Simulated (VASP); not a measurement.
Input:

```yaml
crystal:
  lattice:
    - [1.60540, -2.78064, 0.00000]
    - [1.60540, 2.78064, 0.00000]
    - [0.00000, 0.00000, 5.22560]
  atoms:
    - { symbol: Ga, position: [0.66667, 0.33333, 0.50003] }
    - { symbol: Ga, position: [0.33333, 0.66667, 0.00003] }
    - { symbol: N, position: [0.66667, 0.33333, 0.87697] }
    - { symbol: N, position: [0.33333, 0.66667, 0.37697] }
```

These are RPBE GGA, VASP's PBE PAW potentials (set 64) (plane waves; VASP) values and carry that method's errors. Settings: 520 eV cut-off, 8×8×4 Γ-centred mesh, Gaussian smearing of 0.050 eV, potentials Ga_d N.

### Question
Give the stress tensor in GPa (positive for a compressed cell).

### Answer

```
5.20  0.00  0.00
0.00  5.20  0.00
0.00  0.00  5.38
```
The pressure is its mean diagonal, 5.26 GPa.

The compound is GaN in the wurtzite structure. This cell is one point of a volume scan, at 0.97 of the reference volume.
